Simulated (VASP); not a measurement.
Given:

```xyz
4
Lattice="4.5774 0.0000 0.0000 0.0000 2.8244 0.0000 0.0000 0.0000 23.5061" Properties=species:S:1:pos:R:3 pbc="T T T"
Al     2.2892     2.8244    13.0905
Al     4.5770     1.4122    13.0905
Al     2.2882     0.0000    10.4155
Al     0.0005     1.4122    10.4155
```

All values below come from PBEsol GGA, VASP's PBE PAW potentials (set 64) (plane waves; VASP 6.6.1). Run with 400 eV cut-off, 8×12×1 Γ-centred mesh, tetrahedra with Blöchl corrections, potentials Al.

The cell holds a wide vacuum, so values per volume refer to the whole cell. The cores are frozen, which limits the accuracy of field gradients.

Question: Give the principal components of the electric field gradient (V/Å²) and the asymmetry η at each nucleus.

Answer: 
| atom | Vxx | Vyy | Vzz | η |
|---|---|---|---|---|
| Al1 | 15.0 | 0.1 | -15.1 | 0.99 |
| Al2 | 15.0 | 0.1 | -15.1 | 0.99 |
| Al3 | 15.0 | 0.1 | -15.1 | 0.99 |
| Al4 | 15.0 | 0.1 | -15.1 | 0.99 |

The cell is a sheet with vacuum, built from a generated structure.
